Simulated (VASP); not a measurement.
H20SO12, 33 atoms in the cell. The cell holds a amorphous, 33 atoms: a = 6.956 Å, b = 6.956 Å, c = 6.956 Å, α = 90.00°, β = 90.00°, γ = 90.00°. The cell was built by a generator and needn't be a form met in nature.

| Quantity | Value |
| --- | --- |
| Program | VASP 6.6.1 |
| Task | single point |
| Functional | PBE |
| Potentials or basis | VASP PAW PBE potentials, release 64 (O, H, S) |
| Cutoff | 520 eV |
| k mesh | 1 × 1 × 1 |
| Occupations | fermi-dirac, width 0.02 eV |
| Spin | no spin polarisation |
| Dipole correction | no |
| Further INCAR settings | LREAL = Auto; ALGO = Fast; EDIFF = 1e-07; NBANDS = 71 |

Potentials or basis: VASP PAW PBE potentials, release 64 (O, H, S).

Run with:

```console
$ cat potpaw_PBE.64/O/POTCAR potpaw_PBE.64/H/POTCAR potpaw_PBE.64/S/POTCAR > POTCAR
$ mpirun -np 1 vasp_gam > vasp.out
```

Hardware: 1 thread of Intel(R) Xeon(R) 6975P-C (Granite Rapids), with other jobs on the host.

Question: How long does it take, and how much memory?

Answer: It took 31 s on 1 thread of Intel(R) Xeon(R) 6975P-C (Granite Rapids), on a shared host, peak memory 0.38 GiB. Counts: scf iterations 18, k points 1.
